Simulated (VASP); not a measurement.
Input:

```yaml
crystal:
  lattice:
    - [1.77821, -3.07996, 0.00000]
    - [1.77821, 3.07996, 0.00000]
    - [0.00000, 0.00000, 5.52227]
  atoms:
    - { symbol: Tm, position: [0.33333, 0.66667, 0.25000] }
    - { symbol: Tm, position: [0.66667, 0.33333, 0.75000] }
```

Computed with r2SCAN meta-GGA, VASP's PBE PAW potentials (set 64) (plane waves; VASP). Numerical set-up: 400 eV cut-off, 13×13×8 Γ-centred mesh, tetrahedra with Blöchl corrections, potentials Tm_3.

The 4f electrons are frozen in the core of the lanthanide potential, so 4f levels, which can set the real gap, and their magnetism are missing.

Question: Give the energies of bands 7 to 12 at the high-symmetry points, in eV from the Fermi level.

Answer: 
```csv
band,Γ,M,K,A,L,H
7,-5.92,-2.21,-0.94,-4.19,-2.03,-0.49
8,-2.29,-1.39,-0.94,-4.19,-2.03,-0.49
9,0.80,-0.87,-0.72,1.28,0.12,-0.47
10,2.27,-0.34,-0.64,1.28,0.12,-0.47
11,2.27,1.74,1.39,2.18,1.48,0.39
12,2.79,1.93,1.39,2.18,1.48,0.39
```

It has no gap at this level: it comes out as a metal or semimetal.

The compound is Tm in the hcp structure. It was relaxed first.
